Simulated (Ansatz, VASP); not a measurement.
# Rh in two plane-wave programs

Aim: how closely do two programs agree when they are given the same cell, functional and k mesh? Of the first pair: The structure shown is the start of the Ansatz relaxation below; VASP solves that cell, so the two are compared at the walk's first step.

Calculated with Ansatz 0.2.0; plane waves, with VASP 6.6.1 beside it; single point at LDA.

### 1. Starting point

The cell holds 5 atoms: 5 Rh. Its edges and angles: a = 2.620 Å, b = 2.620 Å, c = 39.000 Å, α = 90.0°, β = 90.0°, γ = 90.0°. It derives from Rh. Vacuum lies along c.

### 2. Ansatz: relaxation, LDA

Ansatz runs on its PAW soft_1 files.

The two programs are compared at the cell with which this relaxation starts, whose forces are those of its first step.

Input file input.yaml:

```yaml
crystal:
  lattice:
    - [1.8529102539, 1.8529102539, 0.0]
    - [-1.8529102539, 1.8529102539, 0.0]
    - [0.0, 0.0, 38.9999984]
  atoms:
    - { symbol: Rh, position: [0.0, 0.0, 0.1684903228] }
    - { symbol: Rh, position: [0.5, 0.5, 0.2151196843] }
    - { symbol: Rh, position: [0.0, 0.0, 0.2641025749] }
    - { symbol: Rh, position: [0.5, 0.5, 0.3130854655] }
    - { symbol: Rh, position: [0.0, 0.0, 0.3597148271] }
  periodic: [true, true, false]
kpoints:
  mp_grid: { grid: [16, 16, 1] }
hamiltonian:
  xc: lda
  pseudopotentials: { kind: paw, azcp: { folder: soft_1 }, xc_functional: pbe }
scf:
  occupations: { method: methfessel_paxton, width: 0.2 }
output:
  forces: true
  stress: true
  eigenvalues: true
  write_density: true
  write_potential: true
  elf: true
  volumetric_format: npy
relax:
  adjacent_minimum: "off"
  f_tol: 0.001
  max_steps: 60
  cell: { stress_2d_tol: 0.002 }
```

Command:

```sh
ansatz run input.yaml --threads 8 --pin off --max-ram 16384MiB --backend cpu --events-out ev --progress --plain --runs-dir out
```

Numbers of over 12 decimals in the logs are rounded to 6 here.

What it wrote:

```text
Engine: ansatz 0.2.0, aarch64-unknown-linux-gnu
Pseudopotentials: kind: paw
Pseudopotential: Rh, paw, valence charge 17, recommended cutoff 420 eV (normal), soft_1/Rh.paw.azcp
Functional definition: SPW92
  exchange = slater_x
  correlation = pw_c
Crystal: 5 atoms, lattice volume = 267.796 Å³
Basis set: ecut = 420 eV, 5271 PW (Γ)
Bands: 51, of which v1, the nominal top of the filled ones, is band 43 counted from 1 (42 counted from 0)
Symmetry: 16 space group operations
Space group: P4/mmm (ITA 123), of the structure as read, at distance tolerance 6.4e-5 Å
k-points: 45 of 256
Non-local potential: Rh, projectors of the file, l = 0: 3, l = 1: 2, l = 2: 2, l = 3: 1
PAW form: soft (Blöchl's): semilocal exchange-correlation on the pseudo side does not see the compensation charge
PAW frozen core: Rh, regenerated for the run's functional, and the local potential with it (the file was generated under x = pbe(κ = 0.804, μ = 0.219515), c = pbe(β = 0.066725))
PAW one-centre angular grid: Rh, 590 points (default); XC on 64 Gauss nodes
Initial density: superposition of atomic densities (neutral atoms: chi_scale 0, normalization atom)
Initial wavefunctions: pseudopotential atomic-orbital guess
Functional: x = slater, c = lda
SCF iter   1: F=—  HF=-31393.655469 eV  |F-HF|=—  |Δ(HF+E_count)|=         —  Δρ=5.72e-2  dr2=9.01e0  ethr=3.10e-3  ⟨swp⟩=17.2  Hψ=16999  notcnv=0
preconditioner: auto → LDOS  [metal: Δε(μ)=0.006 eV  Ē_g=6.088 eV  σ=0.200 eV  W_gap=0.03  n_scr=26 (ndim 8)  ℏωp=15.2 eV  f_vac=0.710  D(μ)=5.90/eV (n_scr^D=24)  β→1.0]
SCF iter   2: F=—  HF=-31395.703541 eV  |F-HF|=—  |Δ(HF+E_count)|=    2.05e0  S|Δr|=    0.00e0  Δρ=7.47e-2  dr2=1.50e1  ethr=3.10e-3  ⟨swp⟩=4.4  Hψ=7528  notcnv=0  defer=39
SCF iter   3: F=—  HF=-31391.019595 eV  |F-HF|=—  |Δ(HF+E_count)|=    4.68e0  S|Δr|=    0.00e0  Δρ=1.70e-2  dr2=6.94e-1  ethr=3.10e-3  ⟨swp⟩=3.1  Hψ=6134  notcnv=0  defer=36
SCF iter   4: F=—  HF=-31390.792271 eV  |F-HF|=—  |Δ(HF+E_count)|=   2.27e-1  S|Δr|=    0.00e0  Δρ=1.36e-3  dr2=1.23e-2  ethr=8.17e-4  ⟨swp⟩=4.0  Hψ=6181  notcnv=0  defer=36
SCF iter   5: F=—  HF=-31390.791340 eV  |F-HF|=—  |Δ(HF+E_count)|=   9.31e-4  S|Δr|=    0.00e0  Δρ=4.55e-4  dr2=1.50e-3  ethr=1.44e-5  ⟨swp⟩=3.7  Hψ=4786  notcnv=0  defer=36
SCF iter   6: F=—  HF=-31390.791542 eV  |F-HF|=—  |Δ(HF+E_count)|=   2.02e-4  S|Δr|=    0.00e0  Δρ=4.82e-4  dr2=1.04e-3  ethr=1.77e-6  ⟨swp⟩=4.2  Hψ=6303  notcnv=0  defer=36
SCF iter   7: F=—  HF=-31390.791269 eV  |F-HF|=—  |Δ(HF+E_count)|=   2.73e-4  S|Δr|=    0.00e0  Δρ=8.06e-5  dr2=2.50e-5  ethr=1.23e-6  ⟨swp⟩=3.0  Hψ=4189  notcnv=0  defer=36
SCF iter   8: F=—  HF=-31390.791404 eV  |F-HF|=—  |Δ(HF+E_count)|=   1.34e-4  S|Δr|=    0.00e0  Δρ=2.52e-5  dr2=3.40e-6  ethr=2.94e-8  ⟨swp⟩=3.7  Hψ=5791  notcnv=0  defer=36
SCF iter   9: F=—  HF=-31390.791407 eV  |F-HF|=—  |Δ(HF+E_count)|=   2.95e-6  S|Δr|=    0.00e0  Δρ=8.95e-6  dr2=5.52e-7  ethr=4.01e-9  ⟨swp⟩=3.5  Hψ=4706  notcnv=0  defer=36
SCF iter  10: F=-31390.791407 eV  HF=-31390.791407 eV  |F-HF|=1.02e-8  |Δ(HF+E_count)|=   3.90e-7  S|Δr|=    0.00e0  Δρ=3.90e-6  dr2=6.02e-8  ethr=1.18e-10  ⟨swp⟩=28.1  Hψ=27967  notcnv=0
SCF 1 converged in 10 iterations: F = -31390.791407 eV  dr2 = 6.02e-8
  greatest PAW one-centre occupation: 0.998 electrons in one spin orbital (limit 2), on the Rh atom at site 3 (counted from 0), in its partial waves of l = 0
relax step   1: F+E_penalty+E_count = -31390.79140719 eV  Δ(F+E_penalty+E_count) = +0.000e0 eV  max|allowed force component| = 2.200e-2 eV/Å  Δτ_max = 0.0000 Å  P = -0.369 N/m  Ω = 267.796 Å³  fix = [c, alpha, beta]  reactions: c -0.000 N/m  (10 SCF iters, dr2 threshold 1.00e-7 eV, accepted)
Crystal: 5 atoms, lattice volume = 267.147 Å³
Basis set: ecut = 420 eV, 5263 PW (Γ)
Initial density: handed on by an earlier stage of this run
Initial wavefunctions: those handed on with the density
iter 1 solved again at ethr=6.96e-6 eV; its pass at ethr=3.10e-3 eV (dr2=5.92e-3 eV) is discarded
SCF iter   1: F=—  HF=-31390.791911 eV  |F-HF|=—  |Δ(HF+E_count)|=         —  Δρ=8.46e-4  dr2=5.65e-3  ethr=6.96e-6  ⟨swp⟩=3.2  Hψ=10961  notcnv=0
preconditioner: auto → LDOS  [metal: Δε(μ)=0.008 eV  Ē_g=5.857 eV  σ=0.200 eV  W_gap=0.03  n_scr=26 (ndim 8)  ℏωp=15.2 eV  f_vac=0.712  D(μ)=6.87/eV (n_scr^D=26)  β→1.0]
SCF iter   2: F=—  HF=-31390.791763 eV  |F-HF|=—  |Δ(HF+E_count)|=   1.48e-4  S|Δr|=    0.00e0  Δρ=3.70e-4  dr2=6.57e-4  ethr=6.65e-6  ⟨swp⟩=2.4  Hψ=3433  notcnv=0
SCF iter   3: F=—  HF=-31390.791726 eV  |F-HF|=—  |Δ(HF+E_count)|=   3.73e-5  S|Δr|=    0.00e0  Δρ=3.01e-4  dr2=3.34e-4  ethr=7.72e-7  ⟨swp⟩=3.9  Hψ=5575  notcnv=0
SCF iter   4: F=—  HF=-31390.791647 eV  |F-HF|=—  |Δ(HF+E_count)|=   7.90e-5  S|Δr|=    0.00e0  Δρ=1.10e-4  dr2=4.49e-5  ethr=3.93e-7  ⟨swp⟩=2.9  Hψ=3890  notcnv=0
[...]
SCF iter   9: F=—  HF=-31390.791709 eV  |F-HF|=—  |Δ(HF+E_count)|=  7.28e-12  S|Δr|=    0.00e0  Δρ=8.19e-8  dr2=2.84e-11  ethr=1.94e-13 (applied; sched 1.00e-12)  ⟨swp⟩=1.2  Hψ=2414  notcnv=0
SCF iter  10: F=—  HF=-31390.791709 eV  |F-HF|=—  |Δ(HF+E_count)|=  8.00e-11  S|Δr|=    0.00e0  Δρ=2.14e-8  dr2=2.61e-12  ethr=3.34e-14 (applied; sched 1.00e-12)  ⟨swp⟩=2.7  Hψ=4164  notcnv=0
SCF iter  11: F=—  HF=-31390.791709 eV  |F-HF|=—  |Δ(HF+E_count)|=  4.66e-10  S|Δr|=    0.00e0  Δρ=1.06e-8  dr2=5.98e-13  ethr=3.07e-15 (applied; sched 1.00e-12)  ⟨swp⟩=3.1  Hψ=4376  notcnv=0
SCF iter  12: F=—  HF=-31390.791709 eV  |F-HF|=—  |Δ(HF+E_count)|=  1.67e-10  S|Δr|=    0.00e0  Δρ=5.56e-9  dr2=1.96e-13  ethr=7.04e-16 (applied; sched 1.00e-12)  ⟨swp⟩=2.5  Hψ=3772  notcnv=0
SCF iter  13: F=-31390.791709 eV  HF=-31390.791709 eV  |F-HF|=1.16e-10  |Δ(HF+E_count)|=  5.82e-10  S|Δr|=    0.00e0  Δρ=2.54e-9  dr2=2.39e-14  ethr=1.00e-12  ⟨swp⟩=10.2  Hψ=11274  notcnv=0
SCF 7 converged in 13 iterations: F = -31390.791709 eV  dr2 = 2.39e-14
relax step   7: F+E_penalty+E_count = -31390.79170859 eV  Δ(F+E_penalty+E_count) = +1.421e-7 eV  max|allowed force component| = 1.214e-5 eV/Å  Δτ_max = 0.0000 Å  P = -0.000 N/m  Ω = 267.234 Å³  fix = [c, alpha, beta]  reactions: c -0.000 N/m  stress off target by 1.45e-5 N/m on what of the cell is left free  SCF on the basis re-selected at this cell (its energy is not comparable with the rows above)  (13 SCF iters)
basis re-selected at this cell: Δ(F+E_penalty+E_count) = +1.421e-7 eV, ΔP = -0.000 N/m vs the last step (what re-selecting the basis moved, of the pressure what is left beyond the Pulay correction that the steps carried, after the strain that the cell walked since its last selection, with what the two solves' SCF thresholds leave and, on support functions, any second-order correction that the steps lacked; it is no m [...]
WARN: The output density's exchange-correlation potential varies sharply where the density is thin. Do not read a vacuum level from v_tot or v_xc, or from such a field of the output density. On a cell that repeats whose density bears no net charge and no dipole along the vacuum's axis use v_es (v_loc + v_h of the components); under efield.dipole_correction with no amplitude use v_es + v_field, which holds any externa [...]
SCF converged after 13 iterations
Stability not checked: this state was not tested for a lower state beside it, because cold or Methfessel-Paxton smearing, or corrected tetrahedra, fill the levels in a way that the test cannot read (fill_not_monotonic; see scf.lower_state_search)
Free energy (F): -31390.791709 eV
Harris-Foulkes:  -31390.791709 eV  (|F-HF|=1.16e-10)
Internal energy: -31390.797227 eV  (E = F + TS)
E sigma→0 (E₀):  -31390.793088 eV
Entropy (-TS):   0.005519 eV (1.104 meV/atom)
Fermi energy:    -5.504082 eV
Step filling:    the computed levels leave a gap of 0.0156 eV = 0.1 smearing widths at the electron count; against every level under it full and every level over it empty, smearing changes F+E_penalty+E_count by +6.722 meV and its σ→0 estimate by +5.342 meV
--- Per-component energies (eV) ---
  E_band       = -2793.132060
  E_kinetic    = 2693.561369
  E_local      = -642206.960276  (includes V_loc(G=0)·N_el)
  E_nonlocal   = 1523.962255
  E_hartree    = 318962.542496
  E_xc         = -1003.550195
  E_vxc        = -1264.545286  (∫ρ·V_xc dr)
  E_paw        = -17403.283044  (= ΣΔE_a)
  E_vpaw       = -1464.235137  (= ΣTr[D̂ρ^β])
  E_aug_tail   = 0.000068  (compensation charges beyond the density's cutoff)
  E_ewald      = 306039.817689
  E_core_change = 3.112410  (= ΣΔE_core)
  E_smearing   = 0.005519  (= −TS)
  E_closure    = 0.000000  (closes the sum)
  Σ components = -31390.791709   (vs F -31390.791709, Δ=0.00e0)
--- Forces (eV/Å), atoms counted from 1 ---
  atom   1  Rh     0.00000000    -0.00000000    -0.00000083
  atom   2  Rh     0.00000000    -0.00000000    -0.00001214
  atom   3  Rh     0.00000000    -0.00000000     0.00000000
  atom   4  Rh     0.00000000    -0.00000000     0.00001214
  atom   5  Rh     0.00000000    -0.00000000     0.00000083
  max |Σ_I F_I| component: 2.30e-19 eV/Å
--- 2D stress c σ (N/m, compression-positive) ---
       -0.000014      -0.000000       0.000000
        0.000000      -0.000014       0.000000
        0.000000       0.000000       0.000000
  P = ½ c Tr σ = -0.0000 N/m
--- Band table (eV; the first three rows and the last of 45) ---
  k-point 0: bands = [... 39 lower, -6.3222, -6.2900, -6.0430, -5.4268, -5.3259, -5.3259, -4.9092, -4.7917, ... 4 higher]
  k-point 1: bands = [... 39 lower, -6.3810, -5.9793, -5.8299, -5.7298, -5.6964, -5.1229, -5.0768, -5.0214, ... 4 higher]
  k-point 2: bands = [... 39 lower, -6.5672, -6.1570, -6.0837, -6.0026, -5.9384, -5.1907, -5.1622, -4.9648, ... 4 higher]
  k-point 44: bands = [... 39 lower, -5.0440, -4.3588, -4.3574, -4.2540, -3.8011, -3.8011, -1.0151, -1.0151, ... 4 higher]
--- Relaxed structure (5 steps of the walk, 5 accepted, 2 SCFs on fresh bases) ---
  F+E_penalty+E_count = -31390.79170859 eV   max|allowed force component| = 1.214e-5 eV/Å   (the final SCF, on the basis selected at the relaxed cell)
  cell:  # Å, volume = 267.2342 Å³
    - [1.850967, 1.850967, 0.0]
    - [-1.850967, 1.850967, 0.0]
    - [0.0, 0.0, 38.9999984]
  atoms:
    - { symbol: Rh, position: [0, 0, 0.168310] }
    - { symbol: Rh, position: [0.5, 0.5, 0.215008] }
    - { symbol: Rh, position: [0, 0, 0.264103] }
    - { symbol: Rh, position: [0.5, 0.5, 0.313197] }
    - { symbol: Rh, position: [0, 0, 0.359895] }
```

### 3. VASP: single point, LDA, start cell, pair 1

The same cell, functional (in two slightly different forms), mesh and smearing now go to VASP, with its own data sets.

Lines of VASP's logs that name or quote its potential files are left out, and so is its time.

Input file INCAR:

```
SYSTEM = Rh
PREC = Accurate
ENCUT = 400
EDIFF = 1E-06
NELM = 120
ISMEAR = 1
SIGMA = 0.2
LREAL = .FALSE.
ALGO = Normal
GGA = PW92
NBANDS = 46
LASPH = .TRUE.
LORBIT = 11
LWAVE = .FALSE.
LCHARG = .FALSE.
ISIF = 2
LDIPOL = .TRUE.
IDIPOL = 3
DIPOL = 0.5 0.5 0.264
LVHAR = .TRUE.
GGA_COMPAT = .FALSE.
NELMDL = -8
KPAR = 2
```

Input file POSCAR:

```
Rh
1.0
    1.8529100000      1.8529100000      0.0000000000
   -1.8529100000      1.8529100000      0.0000000000
    0.0000000000      0.0000000000     38.9999980000
Rh
5
Direct
    0.0000000000      0.0000000000      0.1684903163
    0.5000000000      0.5000000000      0.2151196777
    0.0000000000      0.0000000000      0.2641025776
    0.5000000000      0.5000000000      0.3130854776
    0.0000000000      0.0000000000      0.3597148390
```

Input file KPOINTS:

```
Automatic mesh
0
Gamma
16 16 1
0 0 0
```

The projector-augmented-wave data sets are Rh_pv (LDA family, release 64).

Command:

```sh
mpirun -np 2 vasp_std
```

What it wrote:

```text
[banner, memory and clock lines left out]
running    2 mpi-ranks, on    1 nodes
 distrk:  each k-point on    1 cores,    2 groups
 distr:  one band on    1 cores,    1 groups

 POSCAR found type information on POSCAR Rh
 POSCAR found :  1 types and       5 ions
|                                                                             |
|               ----> ADVICE to this user running VASP <----                  |
|                                                                             |
|     You enforced a specific xc type in the INCAR file but a different       |
|     [... a line on the potential file left out ...]
|     I HOPE YOU KNOW WHAT YOU ARE DOING!                                     |
|                                                                             |

 LDA part: xc-table for (Slater(with rela. corr.)+PW92), standard interpolation
 POSCAR, INCAR and KPOINTS ok, starting setup
 FFT: planning ... GRIDC
 FFT: planning ... GRID_SOFT
 FFT: planning ... GRID
 WAVECAR not read
 entering main loop
       N       E                     dE             d eps       ncg     rms          rms(c)
DAV:   1     0.595572004621E+03    0.59557E+03   -0.43050E+04  5556   0.121E+03
DAV:   2    -0.262841033911E+02   -0.62186E+03   -0.60700E+03  4756   0.388E+02
DAV:   3    -0.430462466306E+02   -0.16762E+02   -0.15848E+02  4628   0.673E+01
DAV:   4    -0.433647812910E+02   -0.31853E+00   -0.31732E+00  5162   0.901E+00
DAV:   5    -0.433724163781E+02   -0.76351E-02   -0.76330E-02  5078   0.116E+00
DAV:   6    -0.433727247142E+02   -0.30834E-03   -0.30833E-03  5416   0.212E-01
DAV:   7    -0.433727378601E+02   -0.13146E-04   -0.13146E-04  4924   0.353E-02
DAV:   8    -0.433727385157E+02   -0.65556E-06   -0.65551E-06  3264   0.644E-03    0.251E+01
DAV:   9    -0.409606626454E+02    0.24121E+01   -0.76548E+00  4236   0.184E+01    0.916E+00
DAV:  10    -0.409751940185E+02   -0.14531E-01   -0.11800E+00  4410   0.813E+00    0.553E+00
DAV:  11    -0.411525536511E+02   -0.17736E+00   -0.28370E+00  4486   0.120E+01    0.581E+00
DAV:  12    -0.410442496426E+02    0.10830E+00   -0.20359E+00  4524   0.150E+01    0.531E+00
DAV:  13    -0.408118773171E+02    0.23237E+00   -0.40517E-01  4588   0.551E+00    0.168E+00
DAV:  14    -0.407817839588E+02    0.30093E-01   -0.93176E-02  4566   0.238E+00    0.252E-01
[...]
DAV:  21    -0.407825120682E+02   -0.90076E-04   -0.83172E-06  3292   0.877E-03    0.339E-03
DAV:  22    -0.407825701734E+02   -0.58105E-04   -0.31123E-06  2956   0.526E-03    0.212E-03
DAV:  23    -0.407825884492E+02   -0.18276E-04   -0.47146E-07  2812   0.378E-03    0.107E-03
DAV:  24    -0.407826075909E+02   -0.19142E-04   -0.77170E-07  2728   0.228E-03    0.437E-04
DAV:  25    -0.407826111428E+02   -0.35519E-05   -0.68579E-08  2744   0.108E-03    0.257E-04
DAV:  26    -0.407826143144E+02   -0.31716E-05   -0.97826E-08  2610   0.766E-04    0.124E-04
DAV:  27    -0.407826156758E+02   -0.13614E-05   -0.39016E-08  2596   0.456E-04    0.106E-04
DAV:  28    -0.407826165058E+02   -0.82997E-06   -0.38793E-08  2562   0.401E-04
   1 F= -.40782617E+02 E0= -.40784295E+02  d E =0.503628E-02
```

From OUTCAR (step 3):

```text
ion  position               nearest neighbor table
   1  0.000  0.000  0.168-   2 2.60   2 2.60   2 2.60   2 2.60
   2  0.500  0.500  0.215-   1 2.60   1 2.60   1 2.60   1 2.60   3 2.66   3 2.66   3 2.66   3 2.66

  LATTYP: Found a simple tetragonal cell.
 ALAT       =     2.6204104519
 C/A-ratio  =    14.8831638083

 Subroutine GETGRP returns: Found 16 space group operations
 (whereof  8 operations were pure point group operations)

The static configuration has the point symmetry C_4v.
 The point group associated with its full space group is D_4h.

 Found     45 irreducible k-points:

   k-points           NKPTS =     45   k-points in BZ     NKDIM =     45   number of bands    NBANDS=     46

   dimension x,y,z NGX =    18 NGY =   18 NGZ =  256
   dimension x,y,z NGXF=    36 NGYF=   36 NGZF=  512

   ENCUT  =  400.0 eV  29.40 Ry    5.42 a.u.   4.27  4.27 63.60*2*pi/ulx,y,z

   NELECT =      75.0000    total number of electrons

 k-points in reciprocal lattice and weights: Automatic mesh
   0.00000000  0.00000000  0.00000000       0.004
   0.06250000  0.00000000  0.00000000       0.016
   0.12500000  0.00000000  0.00000000       0.016
   0.18750000  0.00000000  0.00000000       0.016
   0.25000000  0.00000000  0.00000000       0.016
   0.31250000  0.00000000  0.00000000       0.016
   0.37500000  0.00000000  0.00000000       0.016
   0.43750000  0.00000000  0.00000000       0.016
   0.50000000  0.00000000  0.00000000       0.008
[...]
0.50000000  0.43750000  0.00000000       0.016
   0.50000000  0.50000000  0.00000000       0.004

 dipolmoment           0.000000      0.000000     -0.000002 electrons x Angstroem

 average (electrostatic) potential at core
       1 -83.4427       2 -84.0842       3 -83.9834       4 -84.0842       5 -83.4427

 E-fermi :  -1.0503

 k-point     1 :       0.0000    0.0000    0.0000
  band No.  band energies     occupation
    ...
     33      -2.1616      2.00000
     34      -2.1616      2.00000
     35      -1.8881      2.00000
     36      -1.8041      2.00000
     37      -1.6059      2.00061
     38      -0.9842      0.47311
     39      -0.8784     -0.00754
     40      -0.8784     -0.00754
     41      -0.4632     -0.00027
     42      -0.3423     -0.00001
    ...

 k-point     2 :       0.0625    0.0000    0.0000
  band No.  band energies     occupation
    ...
     35      -1.9460      2.00000
     36      -1.5393      2.00295
     37      -1.3576      2.05200
     38      -1.2749      2.06726
     39      -1.2531      2.05303
     40      -0.6761     -0.02371
     41      -0.6170     -0.00901
     42      -0.5747     -0.00393
     43      -0.4134     -0.00006
     44      -0.1323     -0.00000
    ...

 k-point     3 :       0.1250    0.0000    0.0000
  band No.  band energies     occupation
    ...
     35      -2.1305      2.00000
     36      -1.6988      2.00005
     37      -1.6182      2.00045
     38      -1.5593      2.00189
     39      -1.4959      2.00716
     40      -0.7424     -0.05174
     41      -0.7148     -0.03909
     42      -0.4967     -0.00065
     43      -0.4137     -0.00006
     44      -0.1222     -0.00000
    ...

  Total       -0.4990981     -0.4990981     -0.2193229      0.0000000      0.0000000      0.0000000
  in kB       -2.9860241     -2.9860241     -1.3121736      0.0000000      0.0000000      0.0000000
  external PRESSURE =      -2.4280739 kB  Pullay stress =       0.0000000 kB

  energy-cutoff  :      400.00
  volume of cell :      267.80
      direct lattice vectors                 reciprocal lattice vectors
     1.852910000  1.852910000  0.000000000     0.269845810  0.269845810  0.000000000
    -1.852910000  1.852910000  0.000000000    -0.269845810  0.269845810  0.000000000
     0.000000000  0.000000000 38.999998000     0.000000000  0.000000000  0.025641027

 POSITION                                       TOTAL-FORCE (eV/Angst)
 -----------------------------------------------------------------------------------
      0.00000      0.00000      6.57112        -0.000000      0.000000     -0.042244
      0.00000      1.85291      8.38967        -0.000000     -0.000000     -0.013282
      0.00000      0.00000     10.30000         0.000000      0.000000      0.000000
      0.00000      1.85291     12.21033         0.000000      0.000000      0.013282
      0.00000      0.00000     14.02888         0.000000     -0.000000      0.042244
 -----------------------------------------------------------------------------------
    total drift:                               -0.000000      0.000000     -0.000731

  FREE ENERGIE OF THE ION-ELECTRON SYSTEM (eV)
  ---------------------------------------------------
  free  energy   TOTEN  =       -40.7826165058 eV

  energy  without entropy=      -40.7876527867  energy(sigma->0) =      -40.78429527

 vacuum level on the upper side and lower side of the slab         4.446         4.446

 total charge
# of ion       s       p       d       tot
------------------------------------------
    1        0.410   6.231   7.142  13.783
    2        0.443   6.351   7.109  13.903
    3        0.438   6.336   7.113  13.887
    4        0.443   6.351   7.109  13.903
    5        0.410   6.231   7.142  13.783
--------------------------------------------------
tot          2.145  31.500  35.614  69.259

[... 3 further parts left out ...]
```

This run has no spin polarisation. Its electron count is odd, so without a moment it is a metal by construction.

(Part 1 of 2 ends here.)

[Lines on the potential files, build, host, timing and source positions are cut from VASP's logs without a mark.]

[Logs are printed without paths, hosts, clocks, repeated set-up lines and the standing remarks that a program may print on its own settings, such as how far it seeks lower states.]

[Hosts, paths, dates, database ids (printed as entryN), source tags and the programs' standing remarks are cut or masked in the printed files.]
